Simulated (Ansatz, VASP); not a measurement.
# Two plane-wave programs on KMgH3

INCAR

```
ALGO = Normal
EDIFF = 1E-6
ENCUT = 520
GGA = CA
ISIF = 2
ISMEAR = 0
LASPH = T
LCHARG = F
LREAL = F
LWAVE = F
NBANDS = 15
NELM = 100
PREC = Accurate
SIGMA = 0.05
```

KPOINTS

```
k-points
0
Gamma
  8 8 8
```

The input POSCAR:

```
KMgH3
1.0
    4.0250000000      0.0000000000      0.0000000000
    0.0000000000      4.0250000000      0.0000000000
    0.0000000000      0.0000000000      4.0250000000
K Mg H
1 1 3
Direct
    0.0000000000      0.0000000000      0.0000000000
    0.5000000000      0.4254658385      0.5000000000
    0.0000000000      0.5000000000      0.5000000000
    0.5000000000      0.0000000000      0.5000000000
    0.5000000000      0.5000000000      0.0000000000
```

Input for Ansatz:

```yaml
crystal:
  lattice:
    - [4.025, 0.0, 0.0]
    - [0.0, 4.025, 0.0]
    - [0.0, 0.0, 4.025]
  atoms:
    - { symbol: K, position: [0.0, 0.0, 0.0] }
    - { symbol: Mg, position: [0.5, 0.4254658385, 0.5] }
    - { symbol: H, position: [0.0, 0.5, 0.5] }
    - { symbol: H, position: [0.5, 0.0, 0.5] }
    - { symbol: H, position: [0.5, 0.5, 0.0] }
basis:
  ecutwfc: 420
kpoints:
  mp_grid: { grid: [8, 8, 8] }
hamiltonian:
  xc: lda
scf:
  occupations: { method: gaussian, width: 0.05 }
output:
  forces: true
  stress: true
  eigenvalues: true
```

Alike in both runs: task single point; functional LDA; k mesh 8 × 8 × 8; occupations gaussian, width 0.05 eV; no spin polarisation.

|  | VASP | Ansatz |
| --- | --- | --- |
| version | VASP 6.6.1 | Ansatz 0.2.0 |
| potentials or method | VASP PAW LDA potentials, release 64 (K_sv, Mg, H) | scalar-relativistic, plane waves, PAW |
| plane-wave cutoff (eV) | 520 | 420 |
| valence electrons in the cell | 14 | 22 |

VASP gave:

* gap on the k mesh at the Fermi level (eV): 2.05
* least direct gap on the mesh (eV): 4.24
* pressure (GPa): -1.8
* largest component of the traceless stress (GPa): 2.68
* rms of the force components (eV/Å): 0.538

**Question.** Which values does Ansatz return?

**Answer.** gap on the k mesh at the Fermi level (eV): 2.06; least direct gap on the mesh (eV): 4.24; pressure (GPa): -1.6; largest component of the traceless stress (GPa): 2.65; rms of the force components (eV/Å): 0.530.

Atom by atom the forces differ by 0.008 eV/Å (rms over components). The two sets of potentials don't hold the same shells in valence.

Caveats: forces of over 1 eV/Å show positions far from the minimum, so gaps and moduli don't describe the material at rest. A k mesh can miss the band edges.
